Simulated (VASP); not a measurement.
Calculation: r2SCAN meta-GGA with spin-orbit coupling, VASP's PBE PAW potentials (set 64) (plane waves; VASP).

Input for VASP

### KPOINTS
```
kpoints
0
G
10 10 8
0 0 0
```

KPOINTS_OPT:
```
k-points along high-symmetry lines
5
Line-mode
Reciprocal
  0.000000   0.000000   0.000000 ! GAMMA
 -0.000000   0.500000   0.000000 ! M

 -0.000000   0.500000   0.000000 ! M
 -0.333333   0.666667   0.000000 ! K

 -0.333333   0.666667   0.000000 ! K
  0.000000   0.000000   0.000000 ! GAMMA

  0.000000   0.000000   0.000000 ! GAMMA
  0.000000   0.000000   0.500000 ! A

  0.000000   0.000000   0.500000 ! A
 -0.000000   0.500000   0.500000 ! L

 -0.000000   0.500000   0.500000 ! L
 -0.333333   0.666667   0.500000 ! H

 -0.333333   0.666667   0.500000 ! H
  0.000000   0.000000   0.500000 ! A

 -0.000000   0.500000   0.500000 ! L
 -0.000000   0.500000   0.000000 ! M

 -0.333333   0.666667   0.500000 ! H
 -0.333333   0.666667   0.000000 ! K
```

INCAR:
```
! general
SYSTEM     = ZrB2
PREC       = Accurate
ENCUT      = 520   ! plane-wave cut-off (eV)
LREAL      = .FALSE.
LASPH      = .TRUE.   ! aspherical one-centre terms

! electronic loop
EDIFF      = 1E-6
NELM       = 100
ALGO       = Normal
LMAXMIX    = 4
LMIXTAU    = .TRUE.

! smearing
ISMEAR     = 0   ! Gaussian
SIGMA      = 0.05

! functional
METAGGA    = R2SCAN
GGA_COMPAT = .FALSE.

! spin
MAGMOM     = 9*0
LSORBIT    = .TRUE.

! output
LWAVE      = .FALSE.
LCHARG     = .FALSE.
```

File POSCAR:
```
ZrB2
1
    1.5830406725    -2.7419073434     0.0000000000
    1.5830406725     2.7419073434    -0.0000000000
   -0.0000000000     0.0000000000     3.5563924876
Zr B
1 2
Direct
  0.0000000000   0.0000000000   1.0000000000
  0.3333330000   0.6666670000   0.5000000000
  0.6666670000   0.3333330000   0.5000000000
```

POTCAR, in this order: Zr_sv B (PBE.64 set). Program: vasp_ncl.

The resulting files:

File OSZICAR:
```
       N       E                     dE             d eps       ncg     rms          rms(c)
DAV:   1     0.111688018244E+03    0.11169E+03   -0.97526E+03  3640   0.142E+03
DAV:   2    -0.387216616679E+02   -0.15041E+03   -0.14584E+03  4196   0.376E+02
DAV:   3    -0.492568171051E+02   -0.10535E+02   -0.10421E+02  6830   0.777E+01
DAV:   4    -0.495243290965E+02   -0.26751E+00   -0.26568E+00  4836   0.116E+01
DAV:   5    -0.495336214094E+02   -0.92923E-02   -0.92895E-02  5746   0.154E+00    0.232E+01
DAV:   6    -0.405661781111E+02    0.89674E+01   -0.80338E+00  4954   0.262E+01    0.772E+00
DAV:   7    -0.404941704526E+02    0.72008E-01   -0.90055E-01  4638   0.106E+01    0.148E+00
DAV:   8    -0.404073760790E+02    0.86794E-01   -0.91310E-01  4356   0.955E+00    0.102E+00
DAV:   9    -0.405392235268E+02   -0.13185E+00   -0.38296E-02  5006   0.207E+00    0.771E-01
DAV:  10    -0.406674559204E+02   -0.12823E+00   -0.11538E-01  4166   0.413E+00    0.243E-01
DAV:  11    -0.406789598337E+02   -0.11504E-01   -0.34161E-03  5624   0.593E-01    0.186E-01
DAV:  12    -0.406973761734E+02   -0.18416E-01   -0.18229E-02  3840   0.139E+00    0.108E-01
DAV:  13    -0.406993689431E+02   -0.19928E-02   -0.22636E-03  4598   0.498E-01    0.718E-02
DAV:  14    -0.406999842755E+02   -0.61533E-03   -0.29187E-04  4158   0.181E-01    0.285E-02
DAV:  15    -0.407003086361E+02   -0.32436E-03   -0.18738E-04  4152   0.127E-01    0.161E-02
DAV:  16    -0.407003507880E+02   -0.42152E-04   -0.23017E-05  4130   0.542E-02    0.136E-02
DAV:  17    -0.407003449764E+02    0.58115E-05   -0.20534E-05  4466   0.332E-02    0.121E-02
DAV:  18    -0.407003506498E+02   -0.56734E-05   -0.94863E-06  4130   0.245E-02    0.182E-03
DAV:  19    -0.407003547073E+02   -0.40575E-05   -0.16635E-06  3356   0.137E-02    0.920E-04
DAV:  20    -0.407003547183E+02   -0.11054E-07   -0.10044E-07  1978   0.362E-03
   1 F= -.40700355E+02 E0= -.40700059E+02  d E =-.590849E-03  mag=     0.0000     0.0000    -0.0000
       N       E                     dE             ncg
```

File OUTCAR:
```
------------------------ aborting loop because EDIFF is reached ----------------------------------------
  FORCE on cell =-STRESS in cart. coord.  units (eV):
  Direction    XX          YY          ZZ          XY          YZ          ZX
  --------------------------------------------------------------------------------------
  Total        0.0050364      0.0050364     -0.0140033      0.0000000     -0.0000000      0.0000000
  in kB        0.2613632      0.2613632     -0.7267002      0.0000000     -0.0000000      0.0000000
  external PRESSURE =      -0.0679913 kB  Pullay stress =       0.0000000 kB
  volume of cell :       30.87
      direct lattice vectors                 reciprocal lattice vectors
     1.583040672 -2.741907343  0.000000000     0.315847855 -0.182354813  0.000000000
     1.583040672  2.741907343  0.000000000     0.315847855  0.182354813  0.000000000
     0.000000000  0.000000000  3.556392488     0.000000000  0.000000000  0.281183813
 POSITION                                       TOTAL-FORCE (eV/Angst)
 -----------------------------------------------------------------------------------
      0.00000      0.00000      0.00000         0.000000      0.000000      0.000000
      1.58304      0.91397      1.77820        -0.000000      0.000000      0.000000
      1.58304     -0.91397      1.77820        -0.000000     -0.000000     -0.000000
 -----------------------------------------------------------------------------------
    total drift:                                0.000000     -0.000000      0.000000
  FREE ENERGIE OF THE ION-ELECTRON SYSTEM (eV)
  ---------------------------------------------------
  free  energy   TOTEN  =       -40.7003547183 eV

  energy  without entropy=      -40.6997638698  energy(sigma->0) =      -40.70005929

 Ion:    1  E_soc:     -0.1327165

 Ion:    2  E_soc:     -0.0000167

 Ion:    3  E_soc:     -0.0000167
```
(Selected blocks of OUTCAR.)

The compound is ZrB2 in the AlB2 type structure. It was relaxed first.
